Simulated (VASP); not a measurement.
Given:

```
AgI
1.0
    2.24590    -3.89001     0.00000
    2.24590     3.89001     0.00000
    0.00000     0.00000     7.33374
Ag I
2 2
Direct
  0.66667   0.33333   0.50006
  0.33333   0.66667   0.00006
  0.66667   0.33333   0.87494
  0.33333   0.66667   0.37494
```

These are LDA (Ceperley-Alder, Perdew-Zunger), VASP's LDA PAW potentials (set 64) (plane waves; VASP) values and carry that method's errors. Numerical set-up: 520 eV cut-off, 7×7×4 Γ-centred mesh, tetrahedra with Blöchl corrections, potentials Ag I.

The cores are frozen, which limits the accuracy of field gradients.

Question: Give the principal components of the electric field gradient (V/Å²) and the asymmetry η at each nucleus.

Answer: 
```
atom   Vxx   Vyy   Vzz     η
----  ----  ----  ----  ----
Ag1    0.2   0.2  -0.5     -
Ag2    0.2   0.2  -0.5     -
I3    -1.8  -1.8   3.7  0.00
I4    -1.8  -1.8   3.7  0.00
```

The compound is AgI in the wurtzite structure. It was relaxed first, which changed the volume by -6 %.
